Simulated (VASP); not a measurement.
SnPbSe2:

```xyz
4
Lattice="0.0000 -3.0504 -3.0504 -3.0504 0.0000 -3.0504 3.0504 3.0504 -6.1008" Properties=species:S:1:pos:R:3 pbc="T T T"
Sn    0.0000    0.0000   -6.1008
Pb    0.0000    0.0000    0.0000
Se    0.0000    0.0000   -9.1512
Se    0.0000    0.0000   -3.0504
```

The cell comes from a database or a generator and needn't be the stable form of this composition.

| Property | Result |
| --- | --- |
| Program | VASP 6.6.1 |
| Task | relaxation of cell and atoms |
| Functional | r2SCAN |
| Dispersion | rVV10 |
| Potentials or basis | VASP PAW PBE potentials, release 64 (Sn_d, Pb_d, Se) |
| Cutoff | 600 eV |
| k mesh | 9 × 9 × 9 |
| Occupations | gaussian, width 0.02 eV |
| Spin | no spin polarisation |

At the start: pressure -0.6 GPa; volume 28.38 Å³/atom.

Task: How do energy, volume and symmetry change on relaxing?

Result: Over 6 steps the energy falls by 5.6 meV/atom and the volume is 27.99 Å³/atom (-1.4 %); space group R-3m (No. 166, to 0.05 Å).

Step by step:
| step | energy change (eV) | largest force (eV/Å) | pressure (GPa) | volume (Å³) |
| --- | --- | --- | --- | --- |
| 1 | 0.0000 | 0.3288 | -0.63 | 113.54 |
| 2 | -0.0118 | 0.2512 | 0.19 | 111.71 |
| 3 | -0.0132 | 0.2123 | 0.60 | 110.84 |
| 4 | -0.0210 | 0.0744 | 0.23 | 111.49 |
| 5 | -0.0222 | 0.0028 | 0.03 | 111.87 |
| 6 | -0.0222 | 0.0012 | -0.01 | 111.95 |

Final structure:
```
Sn Pb Se
1.0
     0.00000   -3.03601   -3.03601
    -3.03601    0.00000   -3.03601
     3.03665    3.03665   -6.07266
Sn Pb Se
1 1 2
Direct
  0.50000 0.50000 0.50000
  0.00000 0.00000 0.00000
  0.75269 0.75269 0.74193
  0.24731 0.24731 0.25807
```

Caveat: the PAW data sets were made with another functional, which shifts forces and pressure a little.
